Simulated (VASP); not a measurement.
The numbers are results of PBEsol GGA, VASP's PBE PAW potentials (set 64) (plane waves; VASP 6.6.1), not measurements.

VASP ran on this input.

File KPOINTS:
```
K-points
0
G
12 12 9
```

### POSCAR
```
MgB2
1
    1.5090113605    -2.6136837853     0.0000000000
    1.5090113605     2.6136837853     0.0000000000
    0.0000000000     0.0000000000     3.3894300338
Mg B
1 2
Direct
  0.0000000000   0.0000000000   0.0000000000
  0.3333330000   0.6666670000   0.5000000000
  0.6666670000   0.3333330000   0.5000000000
```

**INCAR**
```
ALGO = Normal
EDIFF = 1E-6
EDIFFG = -0.02
ENCUT = 620
GGA = PS
IBRION = 2
ISIF = 3
ISMEAR = 1
LASPH = .True.
LCHARG = .False.
LREAL = .False.
LWAVE = .False.
NELM = 100
NSW = 40
PREC = Accurate
PSTRESS = 200
SIGMA = 0.1
SYSTEM = MgB2
```

POTCAR, in this order: Mg B (PBE.64 set). Program: vasp_std.

Energy and stress use the plane-wave basis of the starting cell.

Task: Estimate the energy per atom (σ→0), volume per atom, band gap (on the k-mesh).

Result: 
```yaml
energy per atom (σ→0): -5.354 eV/atom
band gap (on the k-mesh): none (metal, semimetal or under 0.01 eV)
volume_per_atom: 8.48 Å³/atom
```

### OSZICAR
```
...
       N       E                     dE             d eps       ncg     rms          rms(c)
DAV:   1    -0.160621705314E+02    0.33135E-02   -0.56702E-02  2032   0.186E+00    0.141E-01
DAV:   2    -0.160610266975E+02    0.11438E-02   -0.23509E-03  2056   0.331E-01    0.665E-02
DAV:   3    -0.160607461575E+02    0.28054E-03   -0.12753E-03  1784   0.205E-01    0.112E-02
DAV:   4    -0.160607430588E+02    0.30987E-05   -0.34294E-05  1704   0.471E-02    0.433E-03
DAV:   5    -0.160607419992E+02    0.10596E-05   -0.38247E-06  1880   0.118E-02    0.468E-04
DAV:   6    -0.160607420021E+02   -0.29129E-08   -0.67527E-08   912   0.234E-03
   4 F= -.12884535E+02 E0= -.12884703E+02  d E =-.189814E-02
```

The compound is MgB2 in the AlB2 type structure. This run relaxes it under an external pressure of 20 GPa. Symmetry was kept, so distortions that lower it aren't found.
